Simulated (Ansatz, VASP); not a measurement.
## Si2Mo in two plane-wave programs

Aim: how closely do two programs agree when they are given the same cell, functional and k mesh? The cell is taken from a series of runs on this material, whose earlier steps may have relaxed, scaled, displaced or heated it; both programs get it as it stands.

Method: plane waves, with VASP 6.6.1 beside it; zone-centre phonons at PBEsol, in Ansatz 0.2.0.

**1. The structure**

Symmetry: I4/mmm, No. 139, tetragonal system. Conventional cell: a = 3.159 Å, b = 3.159 Å, c = 7.851 Å, α = 90.00°, β = 90.00°, γ = 90.00°. Si has 5 Mo at 2.58 to 2.63 Å and 5 Si at 2.59 to 2.60 Å nearest. Nearest to Mo lie 10 Si at 2.58 to 2.63 Å. Farther neighbours are not listed.

As a file:

```xyz
3
Lattice="-1.5793 1.5793 3.9253 1.5793 -1.5793 3.9253 1.5793 1.5793 -3.9253" Properties=species:S:1:pos:R:3 pbc="T T T"
Si    0.0000    0.0000    2.6295
Si    0.0000    0.0000    5.2211
Mo    0.0000    0.0000    0.0000
```

**2. VASP: zone-centre phonons, PBEsol**

Second derivatives magnify differences that forces hide, and they need a tight electronic threshold.

Lines of VASP's logs that name or quote its potential files are left out, and so is its time.

The input, INCAR:

```
SYSTEM = Si2Mo
PREC = Accurate
ENCUT = 500
EDIFF = 1E-08
NELM = 120
ISMEAR = 1
SIGMA = 0.2
LREAL = .FALSE.
ALGO = Normal
GGA = PS
NBANDS = 17
LASPH = .TRUE.
LORBIT = 11
LWAVE = .FALSE.
LCHARG = .FALSE.
ISIF = 2
IBRION = 8
GGA_COMPAT = .FALSE.
KPAR = 2
```

The input, POSCAR:

```
Si2Mo
1.0
   -1.5792949685      1.5792949685      3.9253017568
    1.5792949685     -1.5792949685      3.9253017568
    1.5792949685      1.5792949685     -3.9253017568
Si Mo
2 1
Direct
    0.3349472990      0.3349472990      0.0000000000
    0.6650527010      0.6650527010      0.0000000000
    0.0000000000      0.0000000000      0.0000000000
```

The input, KPOINTS:

```
Automatic mesh
0
Gamma
20 20 20
0 0 0
```

PAW data sets: Si and Mo_sv (PBE family, release 64).

Launch:

```sh
> mpirun -np 2 vasp_std
```

Numbers of over 12 decimals in the logs are rounded to 6 here.

Output:

```text
[banner, memory and clock lines left out]
running    2 mpi-ranks, on    1 nodes
 distrk:  each k-point on    1 cores,    2 groups
 distr:  one band on    1 cores,    1 groups

 POSCAR found type information on POSCAR SiMo
 POSCAR found :  2 types and       3 ions
|                                                                             |
|               ----> ADVICE to this user running VASP <----                  |
|                                                                             |
|     You enforced a specific xc type in the INCAR file but a different       |
|     [... a line on the potential file left out ...]
|     I HOPE YOU KNOW WHAT YOU ARE DOING!                                     |
|                                                                             |

 LDA part: xc-table for (Slater+PW92), standard interpolation
 POSCAR, INCAR and KPOINTS ok, starting setup
 FFT: planning ... GRIDC
 FFT: planning ... GRID_SOFT
 FFT: planning ... GRID
 WAVECAR not read
 entering main loop
       N       E                     dE             d eps       ncg     rms          rms(c)
DAV:   1     0.116012570113E+03    0.11601E+03   -0.11185E+04 21834   0.120E+03
DAV:   2    -0.232641920661E+02   -0.13928E+03   -0.13688E+03 26999   0.306E+02
DAV:   3    -0.259957573546E+02   -0.27316E+01   -0.27122E+01 26942   0.387E+01
DAV:   4    -0.260101670092E+02   -0.14410E-01   -0.14400E-01 26883   0.312E+00
DAV:   5    -0.260102613500E+02   -0.94341E-04   -0.94334E-04 26946   0.254E-01    0.239E+01
DAV:   6    -0.252310124275E+02    0.77925E+00   -0.59042E+00 23424   0.163E+01    0.539E+00
DAV:   7    -0.251062321494E+02    0.12478E+00   -0.86976E-01 22985   0.570E+00    0.492E+00
DAV:   8    -0.250661701212E+02    0.40062E-01   -0.11282E-01 23827   0.253E+00    0.462E-01
DAV:   9    -0.250651038324E+02    0.10663E-02   -0.21170E-03 27200   0.374E-01    0.234E-01
DAV:  10    -0.250649946086E+02    0.10922E-03   -0.55170E-04 24684   0.202E-01    0.622E-02
DAV:  11    -0.250649838195E+02    0.10789E-04   -0.16471E-04 23918   0.958E-02    0.354E-02
DAV:  12    -0.250649812299E+02    0.25896E-05   -0.25176E-05 23348   0.361E-02    0.875E-03
DAV:  13    -0.250649806673E+02    0.56262E-06   -0.12453E-06 23923   0.984E-03    0.236E-03
DAV:  14    -0.250649805821E+02    0.85144E-07   -0.16649E-08 22027   0.103E-03    0.512E-04
DAV:  15    -0.250649805640E+02    0.18134E-07   -0.30774E-09 11966   0.500E-04    0.553E-04
DAV:  16    -0.250649805646E+02   -0.67257E-09   -0.73012E-10 11650   0.238E-04
   1 F= -.25064981E+02 E0= -.25065183E+02  d E =0.606791E-03
 Linear response reoptimize wavefunctions to high precision
DAV:   1    -0.250649805649E+02   -0.22737E-09   -0.73948E-11 11935   0.665E-05
DAV:   2    -0.250649805649E+02   -0.18190E-11   -0.81597E-12 11495   0.246E-05
 Linear response DOF=           4
 Linear response progress:
  Degree of freedom:   1/  4
       N       E                     dE             d eps       ncg     rms          rms(c)
RMM:   1    -0.204327182626E-01   -0.20433E-01   -0.13689E-02177759   0.892E-01
RMM:   2    -0.162060009692E-01    0.42267E-02   -0.13068E-03114940   0.225E-01    0.922E-02
RMM:   3    -0.162830979620E-01   -0.77097E-04   -0.16405E-04114678   0.638E-02    0.496E-02
RMM:   4    -0.164398321705E-01   -0.15673E-03   -0.10016E-04118541   0.478E-02    0.101E-02
RMM:   5    -0.164262197968E-01    0.13612E-04   -0.11997E-06121184   0.123E-02    0.175E-03
RMM:   6    -0.164293290605E-01   -0.31093E-05   -0.34569E-07122431   0.252E-03    0.618E-04
RMM:   7    -0.164275030723E-01    0.18260E-05    0.38152E-08127495   0.754E-04    0.147E-04
RMM:   8    -0.164281134509E-01   -0.61038E-06   -0.19632E-09128748   0.187E-04    0.399E-05
RMM:   9    -0.164281231334E-01   -0.96825E-08    0.15607E-08125904   0.613E-05    0.127E-05
 first order change of Fermi-energy   0.30796E-04
 force on displaced ion       1 direction 1 :  -8.962   0.000   0.000
 Linear response progress:
  Degree of freedom:   2/  4
       N       E                     dE             d eps       ncg     rms          rms(c)
RMM:   1    -0.297927583706E-01   -0.29793E-01   -0.52455E-03 53502   0.113E+00
RMM:   2    -0.227009580435E-01    0.70918E-02   -0.23285E-03 36403   0.293E-01    0.152E-01
RMM:   3    -0.226877192728E-01    0.13239E-04   -0.67193E-04 33707   0.128E-01    0.122E-01
RMM:   4    -0.227341839962E-01   -0.46465E-04   -0.10178E-04 34666   0.631E-02    0.465E-02
RMM:   5    -0.227926156996E-01   -0.58432E-04   -0.17407E-05 37692   0.241E-02    0.163E-02
RMM:   6    -0.227960159572E-01   -0.34003E-05   -0.19043E-06 36546   0.781E-03    0.272E-03
RMM:   7    -0.227949916975E-01    0.10243E-05    0.10111E-07 37689   0.212E-03    0.623E-04
RMM:   8    -0.227943800644E-01    0.61163E-06   -0.21791E-08 36634   0.790E-04    0.334E-04
RMM:   9    -0.227948059858E-01   -0.42592E-06   -0.12451E-08 36887   0.326E-04    0.447E-05
RMM:  10    -0.227949104410E-01   -0.10446E-06    0.46469E-09 40310   0.106E-04    0.188E-05
RMM:  11    -0.227949226885E-01   -0.12247E-07   -0.30204E-09 37992   0.309E-05    0.326E-06
RMM:  12    -0.227949181595E-01    0.45289E-08   -0.19556E-09 41088   0.157E-05    0.181E-06
 first order change of Fermi-energy  -0.67899E-01
 force on displaced ion       1 direction 3 :   0.000   0.000 -13.258
 Linear response progress:
  Degree of freedom:   3/  4
       N       E                     dE             d eps       ncg     rms          rms(c)
RMM:   1    -0.779795406434E+00   -0.77980E+00    0.42599E+00 43003   0.219E+01
RMM:   2    -0.581565556895E+00    0.19823E+00   -0.28455E-01 60645   0.368E+00    0.162E-01
RMM:   3    -0.581076393546E+00    0.48916E-03   -0.46045E-03 77858   0.486E-01    0.895E-02
RMM:   4    -0.580109369394E+00    0.96702E-03   -0.41303E-04 83727   0.151E-01    0.251E-02
RMM:   5    -0.579979051174E+00    0.13032E-03   -0.45390E-05 91037   0.408E-02    0.946E-03
RMM:   6    -0.579991157039E+00   -0.12106E-04   -0.58921E-06 81216   0.136E-02    0.121E-03
RMM:   7    -0.579992439323E+00   -0.12823E-05   -0.84669E-07 91937   0.460E-03    0.593E-04
RMM:   8    -0.579995365109E+00   -0.29258E-05   -0.29862E-07 86097   0.156E-03    0.269E-04
RMM:   9    -0.579999221691E+00   -0.38566E-05   -0.21217E-08 84838   0.817E-04    0.337E-05
RMM:  10    -0.579999395457E+00   -0.17377E-06   -0.65081E-08 90087   0.382E-04    0.178E-05
RMM:  11    -0.579999748061E+00   -0.35260E-06   -0.15380E-08 88032   0.218E-04    0.666E-06
RMM:  12    -0.579999869444E+00   -0.12138E-06   -0.20441E-08 90663   0.126E-04    0.239E-06
RMM:  13    -0.579999808792E+00    0.60652E-07   -0.50485E-09 83782   0.841E-05    0.216E-06
RMM:  14    -0.579999800906E+00    0.78865E-08   -0.75702E-09 86338   0.627E-05    0.312E-06
 first order change of Fermi-energy  -0.97599E-03
 force on displaced ion       3 direction 1 : -11.063  -0.000   0.000
 Linear response progress:
  Degree of freedom:   4/  4
       N       E                     dE             d eps       ncg     rms          rms(c)
RMM:   1    -0.823914746117E+00   -0.82391E+00    0.46653E+00 23295   0.224E+01
RMM:   2    -0.627217970834E+00    0.19670E+00   -0.29513E-01 33248   0.373E+00    0.174E-01
RMM:   3    -0.626254836549E+00    0.96313E-03   -0.46079E-03 41163   0.499E-01    0.892E-02
RMM:   4    -0.625029084582E+00    0.12258E-02   -0.61162E-04 43096   0.172E-01    0.267E-02
RMM:   5    -0.624831667175E+00    0.19742E-03   -0.67356E-05 48781   0.465E-02    0.141E-02
RMM:   6    -0.624713131956E+00    0.11854E-03   -0.85051E-06 49223   0.161E-02    0.383E-03
RMM:   7    -0.624726658251E+00   -0.13526E-04   -0.22192E-06 44625   0.659E-03    0.587E-04
RMM:   8    -0.624728945448E+00   -0.22872E-05   -0.30876E-07 50760   0.220E-03    0.373E-04
RMM:   9    -0.624730732706E+00   -0.17873E-05   -0.38353E-08 48690   0.765E-04    0.217E-04
RMM:  10    -0.624732894930E+00   -0.21622E-05   -0.32476E-08 46871   0.463E-04    0.259E-05
RMM:  11    -0.624732606719E+00    0.28821E-06   -0.28213E-08 48457   0.215E-04    0.127E-05
RMM:  12    -0.624732582920E+00    0.23799E-07   -0.53448E-09 50632   0.125E-04    0.342E-06
RMM:  13    -0.624732626625E+00   -0.43705E-07   -0.10271E-08 48974   0.840E-05    0.204E-06
RMM:  14    -0.624732686285E+00   -0.59659E-07   -0.60278E-09 47149   0.665E-05    0.619E-07
RMM:  15    -0.624732694249E+00   -0.79638E-08   -0.16854E-09 49417   0.548E-05    0.248E-07
 first order change of Fermi-energy   0.55379E-03
 force on displaced ion       3 direction 3 :   0.000   0.000 -13.546
 Linear response finished
```

Parts of OUTCAR (step 2):

```text
ion  position               nearest neighbor table
   1  0.335  0.335  0.000-   3 2.58   3 2.58   3 2.58   3 2.58   2 2.59   2 2.60   2 2.60   2 2.60
                             2 2.60   3 2.63
   2  0.665  0.665  0.000-   3 2.58   3 2.58   3 2.58   3 2.58   1 2.59   1 2.60   1 2.60   1 2.60
                             1 2.60   3 2.63
   3  0.000  0.000  0.000-   1 2.58   2 2.58   2 2.58   2 2.58   2 2.58   1 2.58   1 2.58   1 2.58
                             1 2.63   2 2.63

  LATTYP: Found a body centered tetragonal cell.
 ALAT       =     3.1585899370
 C/A-ratio  =     2.4854772763

 Subroutine GETGRP returns: Found 16 space group operations
 (whereof 16 operations were pure point group operations)

The static configuration has the point symmetry D_4h.

 Found    641 irreducible k-points:

   k-points           NKPTS =    641   k-points in BZ     NKDIM =    641   number of bands    NBANDS=     17

   dimension x,y,z NGX =    36 NGY =   36 NGZ =   36
   dimension x,y,z NGXF=    72 NGYF=   72 NGZF=   72

   ENCUT  =  500.0 eV  36.75 Ry    6.06 a.u.   8.23  8.23  8.23*2*pi/ulx,y,z

   NELECT =      22.0000    total number of electrons

 k-points in reciprocal lattice and weights: Automatic mesh
   0.00000000  0.00000000  0.00000000       0.000
   0.05000000 -0.00000000  0.00000000       0.001
   0.10000000 -0.00000000  0.00000000       0.001
   0.15000000 -0.00000000  0.00000000       0.001
   0.20000000 -0.00000000  0.00000000       0.001
   0.25000000 -0.00000000  0.00000000       0.001
   0.30000000 -0.00000000  0.00000000       0.001
   0.35000000 -0.00000000  0.00000000       0.001
   0.40000000 -0.00000000  0.00000000       0.001
[...]
-0.45000000 -0.45000000  0.45000000       0.000
   0.50000000  0.50000000  0.50000000       0.000

 average (electrostatic) potential at core
       1 -76.7951       2 -76.7951       3 -68.4864

  Total        1.3686402      1.3686402      0.0903614      0.0000000      0.0000000      0.0000000
  in kB       55.9938487     55.9938487      3.6968691      0.0000000      0.0000000      0.0000000
  external PRESSURE =      38.5615222 kB  Pullay stress =       0.0000000 kB

  energy-cutoff  :      500.00
  volume of cell :       39.16
      direct lattice vectors                 reciprocal lattice vectors
    -1.579294968  1.579294968  3.925301757     0.000000000  0.316596969  0.127378742
     1.579294968 -1.579294968  3.925301757     0.316596969  0.000000000  0.127378742
     1.579294968  1.579294968 -3.925301757     0.316596969  0.316596969  0.000000000

 POSITION                                       TOTAL-FORCE (eV/Angst)
 -----------------------------------------------------------------------------------
      0.00000      0.00000      2.62954         0.000000      0.000000     -0.005728
      0.00000      0.00000      5.22107        -0.000000     -0.000000      0.005728
      0.00000      0.00000      0.00000        -0.000000     -0.000000     -0.000000
 -----------------------------------------------------------------------------------
    total drift:                                0.000000      0.000000     -0.000000

 Eigenvectors and eigenvalues of the dynamical matrix
 ----------------------------------------------------

   1 f  =   13.106587 THz    82.351114 2PiTHz  437.188677 cm-1    54.204463 meV
             X         Y         Z           dx          dy          dz
      0.000000  0.000000  2.629538    -0.000000    0.000000   -0.707107
      0.000000  0.000000  5.221065     0.000000    0.000000    0.707107
      0.000000  0.000000  0.000000    -0.000000    0.000000    0.000000

   2 f  =   10.385659 THz    65.255021 2PiTHz  346.428300 cm-1    42.951616 meV
             X         Y         Z           dx          dy          dz
      0.000000  0.000000  2.629538    -0.678449   -0.199266    0.000000
      0.000000  0.000000  5.221065     0.678449    0.199266   -0.000000
      0.000000  0.000000  0.000000    -0.000000   -0.000000    0.000000

   3 f  =   10.385659 THz    65.255021 2PiTHz  346.428300 cm-1    42.951616 meV
             X         Y         Z           dx          dy          dz
      0.000000  0.000000  2.629538    -0.199266    0.678449   -0.000000
      0.000000  0.000000  5.221065     0.199266   -0.678449    0.000000
      0.000000  0.000000  0.000000    -0.000000    0.000000    0.000000

   4 f  =    9.667810 THz    60.744641 2PiTHz  322.483426 cm-1    39.982831 meV
             X         Y         Z           dx          dy          dz
      0.000000  0.000000  2.629538    -0.000000   -0.000000    0.561611
      0.000000  0.000000  5.221065    -0.000000   -0.000000    0.561611
      0.000000  0.000000  0.000000    -0.000000   -0.000000   -0.607607

   5 f  =    8.735173 THz    54.884708 2PiTHz  291.373995 cm-1    36.125755 meV
             X         Y         Z           dx          dy          dz
      0.000000  0.000000  2.629538    -0.539649    0.155273    0.000000
      0.000000  0.000000  5.221065    -0.539649    0.155273    0.000000
      0.000000  0.000000  0.000000     0.584037   -0.168045    0.000000

   6 f  =    8.735173 THz    54.884708 2PiTHz  291.373995 cm-1    36.125755 meV
             X         Y         Z           dx          dy          dz
      0.000000  0.000000  2.629538    -0.155273   -0.539649   -0.000000
      0.000000  0.000000  5.221065    -0.155273   -0.539649   -0.000000
      0.000000  0.000000  0.000000     0.168045    0.584037    0.000000

   7 f/i=    0.000600 THz     0.003767 2PiTHz    0.019997 cm-1     0.002479 meV
             X         Y         Z           dx          dy          dz
      0.000000  0.000000  2.629538     0.423023    0.075635   -0.000000
      0.000000  0.000000  5.221065     0.423023    0.075635   -0.000000
      0.000000  0.000000  0.000000     0.781745    0.139773   -0.000000

   8 f/i=    0.000600 THz     0.003767 2PiTHz    0.019997 cm-1     0.002479 meV
             X         Y         Z           dx          dy          dz
      0.000000  0.000000  2.629538    -0.075635    0.423023   -0.000000
      0.000000  0.000000  5.221065    -0.075635    0.423023   -0.000000
      0.000000  0.000000  0.000000    -0.139773    0.781745   -0.000000

   9 f/i=    0.000865 THz     0.005435 2PiTHz    0.028854 cm-1     0.003577 meV
             X         Y         Z           dx          dy          dz
      0.000000  0.000000  2.629538    -0.000000    0.000000    0.429643
      0.000000  0.000000  5.221065    -0.000000    0.000000    0.429643
      0.000000  0.000000  0.000000    -0.000000    0.000000    0.794238

 ELASTIC MODULI CONTR FROM IONIC RELAXATION (kBar)
 Direction    XX          YY          ZZ          XY          YZ          ZX
 --------------------------------------------------------------------------------
 XX         -17.1863    -17.1863    -31.6131      0.0000     -0.0000      0.0000
 YY         -17.1863    -17.1863    -31.6131      0.0000     -0.0000      0.0000
 ZZ         -31.6131    -31.6131    -58.1503      0.0000     -0.0000      0.0000
 XY           0.0000      0.0000      0.0000      0.0000      0.0000      0.0000
 YZ          -0.0000     -0.0000     -0.0000      0.0000    -34.4025     -0.0000
 ZX           0.0000      0.0000      0.0000      0.0000     -0.0000    -13.8669
 --------------------------------------------------------------------------------
```

(Part 1 of 2 ends here.)

[Lines on the potential files, build, host, timing and source positions are cut from VASP's logs without a mark.]

[Logs are printed without paths, hosts, clocks, repeated set-up lines and the standing remarks that a program may print on its own settings, such as how far it seeks lower states.]

[Hosts, paths, dates, database ids (printed as entryN), source tags and the programs' standing remarks are cut or masked in the printed files.]
